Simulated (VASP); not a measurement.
OSZICAR of a VASP run on Ag (fcc):

OSZICAR:
```
       N       E                     dE             d eps       ncg     rms          rms(c)
DAV:   1     0.142362873724E+02    0.14236E+02   -0.58175E+03  2240   0.113E+03
DAV:   2    -0.347923127568E+02   -0.49029E+02   -0.46827E+02  2232   0.211E+02
DAV:   3    -0.352843897333E+02   -0.49208E+00   -0.49183E+00  2530   0.251E+01
DAV:   4    -0.352856101901E+02   -0.12205E-02   -0.12204E-02  2518   0.117E+00
DAV:   5    -0.352856193626E+02   -0.91725E-05   -0.91724E-05  2465   0.913E-02    0.620E+00
DAV:   6    -0.312342209197E+02    0.40514E+01   -0.12189E+01  2202   0.407E+01    0.556E+00
DAV:   7    -0.313592886698E+02   -0.12507E+00   -0.83403E-01  2168   0.953E+00    0.225E+00
DAV:   8    -0.313433975010E+02    0.15891E-01   -0.45690E-02  2169   0.234E+00    0.325E-01
DAV:   9    -0.313482517445E+02   -0.48542E-02   -0.30436E-02  2232   0.138E+00    0.197E-01
DAV:  10    -0.313520948016E+02   -0.38431E-02   -0.34723E-03  2177   0.680E-01    0.106E-01
DAV:  11    -0.313543067167E+02   -0.22119E-02   -0.50423E-03  2207   0.685E-01    0.456E-02
DAV:  12    -0.313541648794E+02    0.14184E-03   -0.22272E-04  2225   0.221E-01    0.318E-02
DAV:  13    -0.313543949249E+02   -0.23005E-03   -0.14234E-04  2170   0.166E-01    0.121E-02
DAV:  14    -0.313543904818E+02    0.44431E-05   -0.16446E-05  2300   0.313E-02    0.878E-03
DAV:  15    -0.313543999066E+02   -0.94249E-05   -0.47994E-06  2288   0.249E-02    0.306E-03
DAV:  16    -0.313544013117E+02   -0.14051E-05   -0.11817E-06  2286   0.118E-02    0.289E-04
DAV:  17    -0.313544031595E+02   -0.18478E-05   -0.45861E-08  1138   0.230E-03    0.324E-04
DAV:  18    -0.313544024009E+02    0.75865E-06   -0.19669E-08  1143   0.150E-03    0.193E-04
DAV:  19    -0.313544027152E+02   -0.31437E-06   -0.31453E-09  1109   0.614E-04    0.647E-05
DAV:  20    -0.313544025585E+02    0.15671E-06   -0.25764E-10  1118   0.212E-04    0.279E-05
DAV:  21    -0.313544026883E+02   -0.12981E-06   -0.85268E-11  1098   0.947E-05    0.562E-06
DAV:  22    -0.313544027103E+02   -0.21977E-07   -0.56050E-12  1089   0.313E-05
   1 F= -.31354403E+02 E0= -.31354204E+02  d E =-.595552E-03
```

Problem. Which electronic solver shows in the log?

Solution. It is blocked Davidson (ALGO = Normal, or the opening steps of other solvers). The INCAR had ALGO = Normal.

Problem. Can the final energy be trusted as converged?

Solution. The run converged. It stopped with EDIFF = 1E-7, NELM = 100 (SCAN meta-GGA, plane waves, VASP's PBE PAW potentials (set 64)).

The compound is Ag in the fcc structure. This cell is one point of a volume scan, at 1.06 of the reference volume.
